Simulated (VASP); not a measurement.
VASP input:

**KPOINTS**
```
Automatic mesh
0
Gamma
8 8 4
0 0 0
```

**INCAR**
```
EDIFF=1E-6
LWAVE=.False.
ISMEAR=0   # Gaussian
ISIF=2
GGA=PE
LREAL=.False.
LASPH=.True.   # aspherical one-centre terms
ALGO=Normal
PREC=Accurate
SYSTEM=SnSe2
ENCUT=300
NELM=100   # most electronic steps
LMAXMIX=4   # l cut-off of mixed one-centre charges
SIGMA=0.01   # width (eV)
LCHARG=.False.
```

### POSCAR
```
SnSe2
3.7639090
  1.0000000000   0.0000000000   0.0000000000
 -0.5000001328   0.8660254539   0.0000000000
  0.0000000000   0.0000000000   1.6881962343
Sn Se
1 2
Cart
  0.0000000000   0.0000000000   0.0000000000
  0.5000004557   0.2886748626   1.2781333690
 -0.0000005886   0.5773505912   0.4100628653
```

POTCAR, in this order: Sn_d Se (PBE.64 set). Program: vasp_std.

**Question.** Write an equivalent input for Ansatz.

**Answer.** One equivalent input (not run):
Ansatz 0.2 input:
```yaml
crystal:
  lattice:
    - [3.7639090, 0.0000000, 0.0000000]
    - [-1.8819550, 3.2596410, 0.0000000]
    - [0.0000000, 0.0000000, 6.3542170]
  atoms:
    - { symbol: Sn, position: [0.0000000, 0.0000000, 0.0000000] }
    - { symbol: Se, position: [0.6666670, 0.3333330, 0.7571000] }
    - { symbol: Se, position: [0.3333330, 0.6666670, 0.2429000] }
kpoints:
  mp_grid: { grid: [8, 8, 4] }
hamiltonian:
  xc: pbe
  pseudopotentials: { kind: paw }
scf:
  occupations: { method: gaussian, width: 0.01 }
  max_iter: 100
output: { forces: true, stress: true, eigenvalues: true }
```
What does not carry over: each code has its own PAW files, so the cut-off isn't converted (ENCUT is set for VASP's; basis.ecutwfc is left out, and Ansatz then takes the one that its files recommend); Ansatz stops its SCF on the density residual and VASP on the energy change (EDIFF).

The structure comes from a computed database's SnSe2 entry; how it stands against other phases isn't given here. The cell was not relaxed at this level.
